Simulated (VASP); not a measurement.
VASP ran on this input.

**INCAR**
```
! general
SYSTEM  = K3Sb2Au3
PREC    = Accurate
ENCUT   = 300
LREAL   = .False.
LASPH   = .True.

! electronic loop
EDIFF   = 1E-6
NELM    = 100
ALGO    = Normal
LMAXMIX = 6   ! l cut-off of mixed one-centre charges

! smearing
ISMEAR  = -1   ! Fermi-Dirac
SIGMA   = 0.05   ! width (eV)

! ions
ISIF    = 2

! output
LWAVE   = .False.
LCHARG  = .False.
```

**KPOINTS**
```
Automatic mesh
0
Gamma
3 3 3
0 0 0
```

File POSCAR:
```
K3Sb2Au3
1
    3.0685660000     1.7716370000     7.0589720000
   -3.0685660000     1.7716370000     7.0589720000
    0.0000000000    -3.5432750000     7.0589720000
K Sb Au
3 2 3
Direct
  0.5000000000   0.5000000000   0.5000000000
  0.9201270000   0.9201270000   0.9201270000
  0.0798730000   0.0798730000   0.0798730000
  0.2418500000   0.2418500000   0.2418500000
  0.7581500000   0.7581500000   0.7581500000
  0.5000000000   0.0000000000   0.5000000000
  0.5000000000   0.5000000000   0.0000000000
  0.0000000000   0.5000000000   0.5000000000
```

POTCAR, in this order: K_sv Sb Au (LDA.64 set). Program: vasp_std.

**Question.** Translate this LDA calculation to Quantum ESPRESSO's pw.x.

**Answer.** One equivalent input (not run):
```
&CONTROL
  calculation = 'scf'
  pseudo_dir = './pseudo'
  outdir = './out'
  tprnfor = .true.
  tstress = .true.
/
&SYSTEM
  ibrav = 0
  nat = 8
  ntyp = 3
  ecutwfc = 84
  occupations = 'smearing'
  smearing = 'fermi-dirac'
  degauss = 0.003675
  input_dft = 'pz'
/
&ELECTRONS
  conv_thr = 7.3e-08
  electron_maxstep = 100
/
ATOMIC_SPECIES
  K 39.098 K.upf
  Sb 121.760 Sb.upf
  Au 196.967 Au.upf
CELL_PARAMETERS angstrom
     3.0685660    1.7716370    7.0589720
    -3.0685660    1.7716370    7.0589720
     0.0000000   -3.5432750    7.0589720
ATOMIC_POSITIONS crystal
  K    0.5000000  0.5000000  0.5000000
  K    0.9201270  0.9201270  0.9201270
  K    0.0798730  0.0798730  0.0798730
  Sb   0.2418500  0.2418500  0.2418500
  Sb   0.7581500  0.7581500  0.7581500
  Au   0.5000000  0.0000000  0.5000000
  Au   0.5000000  0.5000000  0.0000000
  Au   0.0000000  0.5000000  0.5000000
K_POINTS automatic
  3 3 3 0 0 0
```
The two are equivalent in intent, not identical: the potentials are each code's own (VASP's PAW set, PseudoDojo norm-conserving files in pw.x), so ENCUT and ecutwfc are chosen apart and not converted; conv_thr bounds pw.x's estimated SCF error, while EDIFF bounds the energy change between steps.

The structure comes from a computed database's K3Sb2Au3 entry (R-3m); how it stands against other phases isn't given here. The cell was not relaxed at this level, and its volume differs by -5.9 % from the start's.
